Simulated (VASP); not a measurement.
Runs of VASP 6.6.1 on MgB2. Symmetry: P6/mmm, No. 191, hexagonal system. Conventional cell: a = 3.085 Å, b = 3.085 Å, c = 3.523 Å, α = 90.00°, β = 90.00°, γ = 120.00°. Mg (site symmetry 6/mmm) has 12 B at 2.51 Å as nearest neighbours. Around B (site symmetry -6m2) lie 3 B at 1.78 Å. 

```csv
level,potentials or basis,k mesh,gap on the mesh (eV),pressure (GPa)
LDA,"VASP PAW LDA potentials, release 64 (Mg, B)",20 × 20 × 16,none,(a)
PBE,"VASP PAW PBE potentials, release 64 (Mg, B)",12 × 12 × 8,none,-1.2
PBE,"VASP PAW PBE potentials, release 64 (Mg, B)",28 × 28 × 22,none,-1.3
PBE,"VASP PAW PBE potentials, release 64 (Mg, B)",20 × 20 × 16,none,-1.3
```

Alike in all rows: task optical spectrum; no spin polarisation; cell as given; cutoff (eV) 520; smearing fermi-dirac 0.05 eV.

Question: Fill in the values left out.

Answer: (a) -8.2.

A k mesh can miss the band edges.

A gap of «none» marks a metal or a gap under the smearing width.

Not every run made on this cell is shown here.
